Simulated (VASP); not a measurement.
```
CELL_PARAMETERS angstrom
      4.45246     0.00000     0.00000
      0.00000     4.45246     0.00000
      0.00000     0.00000     3.14776
ATOMIC_POSITIONS crystal
  Ir 0.00000 0.00000 0.00000
  Ir 0.50000 0.50000 0.50000
  O  0.30894 0.30894 0.00000
  O  0.80894 0.19106 0.50000
  O  0.19106 0.80894 0.50000
  O  0.69106 0.69106 0.00000
```

All values below come from LDA (Ceperley-Alder, Perdew-Zunger), VASP's LDA PAW potentials (set 64) (plane waves; VASP 6.6.1). Settings: 520 eV cut-off, Gaussian smearing of 0.050 eV, potentials Ir O.

Give the energies of bands 11 to 24 at the high-symmetry points, in eV from the Fermi level.

```tsv
band	Γ	X	M	Z	R	A
11	-5.08	-6.43	-5.46	-5.89	-5.68	-5.86
12	-5.08	-6.43	-5.46	-5.89	-5.68	-5.86
13	-3.75	-5.46	-4.53	-5.81	-5.33	-4.50
14	-3.03	-5.46	-4.53	-5.81	-5.33	-4.50
15	-3.03	-3.28	-3.71	-4.14	-3.51	-3.36
16	-2.70	-3.28	-3.71	-4.14	-3.51	-3.36
17	-2.55	-1.66	-2.58	-2.01	-2.90	-1.90
18	-2.55	-1.66	-2.58	-2.01	-2.90	-1.90
19	-2.44	-1.35	-2.51	-0.69	-1.86	-1.28
20	-2.39	-1.35	-2.51	-0.69	-1.86	-1.28
21	-2.26	-0.31	0.22	0.29	0.58	-0.51
22	0.84	-0.31	0.22	0.29	0.58	-0.51
23	1.32	3.60	2.66	2.30	1.19	2.25
24	4.25	3.61	2.66	2.30	1.19	2.25
```

It has no gap at this level: it comes out as a metal or semimetal.

The compound is IrO2 in the rutile structure. It was relaxed first.
